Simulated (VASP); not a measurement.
AlN, 4 atoms in the cell. It takes space group P6_3mc (No. 186, hexagonal). Conventional cell: a = 3.129 Å, b = 3.129 Å, c = 5.016 Å, α = 90.00°, β = 90.00°, γ = 120.00°. Around Al (site symmetry 3m) lie 4 N at 1.90 to 1.91 Å. Around N (site symmetry 3m) lie 4 Al at 1.90 to 1.91 Å. 

```yaml
Program: VASP 6.6.1
Task: relaxation of cell and atoms
Functional: PBE
Potentials_or_basis: VASP PAW PBE potentials, release 64 (Al, N)
Cutoff: 520 eV
k_mesh: 12 × 12 × 6
Occupations: gaussian, width 0.02 eV
Spin: no spin polarisation
Further_INCAR_settings: ALGO = Fast; EDIFF = 1e-07; IBRION = 2; EDIFFG = -0.002; NSW = 80; ISIF = 3
```

Potentials or basis: VASP PAW PBE potentials, release 64 (Al, N).

Command:

```sh
$ cat potpaw_PBE.64/Al/POTCAR potpaw_PBE.64/N/POTCAR > POTCAR
$ mpirun -np 1 vasp_std > vasp.out
```

Hardware: 1 thread of AMD EPYC 9R14 (Zen 4) (shared host).

**Question.** Estimate the wall time of this run.

**Answer.** Run time: 28 s on 1 thread of AMD EPYC 9R14 (Zen 4) (shared host), peak memory 0.14 GiB. Counts: scf iterations 17, k points 76, ion steps 1.
